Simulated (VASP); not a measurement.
Calculation: r2SCAN meta-GGA with D2 dispersion, VASP's PBE PAW potentials (set 64) (plane waves; VASP 6.6.1).

VASP ran on this input.

**KPOINTS**
```
Automatic mesh
0
G
  3 3 3
0 0 0
```

### INCAR
```
! general
SYSTEM  = ZnSnN2
PREC    = Accurate
ENCUT   = 400
LREAL   = Auto
LASPH   = .True.   ! aspherical one-centre terms

! electronic loop
EDIFF   = 1E-6   ! SCF stop (eV)
NELM    = 100   ! most electronic steps
ALGO    = Normal
LMAXMIX = 4
LMIXTAU = .True.

! smearing
ISMEAR  = 1   ! Methfessel-Paxton
SIGMA   = 0.2   ! width (eV)

! functional
METAGGA = R2SCAN
IVDW    = 10

! ions
ISIF    = 2

! output
LWAVE   = .False.
LCHARG  = .False.
```

File POSCAR:
```
ZnSnN2
1
    5.7125970000     0.0000000000     0.0000000000
    0.0000000000     6.5744040000     0.0000000000
    0.0000000000     0.0000000000     5.3479500000
Zn Sn N
4 4 8
Direct
  0.5830600000   0.8749500000   0.9988100000
  0.4169400000   0.1250500000   0.4988100000
  0.9169400000   0.3749500000   0.4988100000
  0.0830600000   0.6250500000   0.9988100000
  0.5884000000   0.3750600000   0.9992700000
  0.4116000000   0.6249400000   0.4992700000
  0.9116000000   0.8750600000   0.4992700000
  0.0884000000   0.1249400000   0.9992700000
  0.5824000000   0.3743700000   0.3783500000
  0.4176000000   0.6256300000   0.8783500000
  0.9176000000   0.8743700000   0.8783500000
  0.0824000000   0.1256300000   0.3783500000
  0.5797200000   0.8757900000   0.3735600000
  0.4202800000   0.1242100000   0.8735600000
  0.9202800000   0.3757900000   0.8735600000
  0.0797200000   0.6242100000   0.3735600000
```

POTCAR, in this order: Zn Sn_d N (PBE.64 set). Program: vasp_std.

The resulting files:

**stdout**
```
 POSCAR found type information on POSCAR ZnSnN
 POSCAR found :  3 types and      16 ions
 Reading from existing POTCAR
 Reading from existing POTCAR

 -----------------------------------------------------------------------------
|                                                                             |
|               ----> ADVICE to this user running VASP <----                  |
|                                                                             |
|     You enforced a specific xc type in the INCAR file but a different       |
|     type was found in the POTCAR file.                                      |
|     I HOPE YOU KNOW WHAT YOU ARE DOING!                                     |
|                                                                             |
 -----------------------------------------------------------------------------

 -----------------------------------------------------------------------------
|                                                                             |
|     EEEEEEE  RRRRRR   RRRRRR   OOOOOOO  RRRRRR      ###     ###     ###     |
|     E        R     R  R     R  O     O  R     R     ###     ###     ###     |
|     E        R     R  R     R  O     O  R     R     ###     ###     ###     |
|     EEEEE    RRRRRR   RRRRRR   O     O  RRRRRR       #       #       #      |
|     E        R   R    R   R    O     O  R   R                               |
|     E        R    R   R    R   O     O  R    R      ###     ###     ###     |
|     EEEEEEE  R     R  R     R  OOOOOOO  R     R     ###     ###     ###     |
|                                                                             |
|     vdw_forces_G: ERROR unsupported xc-functional:                          |
|      please define parameter VDW_SR for this functional                     |
|                                                                             |
|       ---->  I REFUSE TO CONTINUE WITH THIS SICK JOB ... BYE!!! <----       |
|                                                                             |
 -----------------------------------------------------------------------------
```

VASP stops with an error: vdw_forces_G: ERROR unsupported xc-functional: please define parameter VDW_SR for this functional ----> I REFUSE TO CONTINUE WITH THIS SICK JOB ... BYE!!! <----

The structure comes from a computed database's ZnSnN2 entry; how it stands against other phases isn't given here. The cell was not relaxed at this level. The run is one of a series of settings (GGA removed, IVDW = 10, LMIXTAU = .TRUE., METAGGA = R2SCAN against the base run), some of them coarse on purpose.
